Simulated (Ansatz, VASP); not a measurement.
**One calculation of TaBi, two programs**

```xyz
2
Lattice="3.0259 0.0000 0.0000 0.0000 3.0259 0.0000 0.0000 0.0000 3.0259" Properties=species:S:1:pos:R:3 pbc="T T T"
Ta    0.0000    0.0000    0.0000
Bi    1.5129    1.5129    1.5129
```

Change from the starting cell: volume scaled by 0.68, LAPW.

Alike in both runs: task single point; functional LDA; k mesh 11 × 11 × 11; occupations fermi-dirac, width 0.05 eV; no spin polarisation.

|  | VASP | Ansatz |
| --- | --- | --- |
| version | VASP 6.6.1 | Ansatz 0.2.0 |
| potentials or method | VASP PAW LDA potentials, release 64 (Ta_pv, Bi_d), cutoff 520 eV | all-electron LAPW, scalar-relativistic |

Ansatz gave:

| Quantity | Value |
| --- | --- |
| pressure (GPa) | 134.8 |

Q: Which values does VASP return?

A: Pressure (GPa): 138.2.

Ansatz ran all-electron here, so the differences hold the error of VASP's frozen core and of both bases.

Caveats: the cell as given lies far from equilibrium; so large a pressure means that the cell lies far from this level's equilibrium, or that cutoff or potentials fall short (VASP).
